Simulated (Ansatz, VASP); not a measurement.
**Si3B: VASP beside Ansatz**

```xyz
8
Lattice="0.0000 3.6755 3.6755 3.6755 0.0000 3.6755 3.6755 3.6755 0.0000" Properties=species:S:1:pos:R:3 pbc="T T T"
Si    1.8377    3.6755    3.6755
Si    5.5134    3.6755    3.6755
Si    3.6755    1.8377    3.6755
Si    3.6755    5.5134    3.6755
Si    3.6755    3.6755    1.8377
Si    3.6755    3.6755    5.5134
B     1.8378    1.8378    1.8378
B     5.5133    5.5133    5.5133
```

Alike in both runs: functional PBE; k mesh 4 × 4 × 4; occupations gaussian, width 0.1 eV; no spin polarisation.

Ansatz relaxed the structure, and its values are those at the end. VASP's run is a single point on that final structure, the one shown.

```csv
,VASP,Ansatz
version,VASP 6.6.1,Ansatz 0.2.0
potentials or method,"VASP PAW PBE potentials, release 64 (Si, B)","scalar-relativistic, plane waves, PAW"
plane-wave cutoff (eV),520,420
valence electrons in the cell,30,30
```

Ansatz gave:

| Item | Value |
| --- | --- |
| gap on the k mesh at the Fermi level (eV) | none |
| pressure (GPa) | -0.1 |

Q: Which values does VASP return?

A: gap on the k mesh at the Fermi level (eV): none; pressure (GPa): -0.2.

A gap of «none» marks a metal or a gap that the smearing closes. The functional is the same, so the differences come from potentials, cutoffs and numerics.

Caveats: the k mesh is coarse (spacing up to 0.37 Å⁻¹), so the values aren't converged.
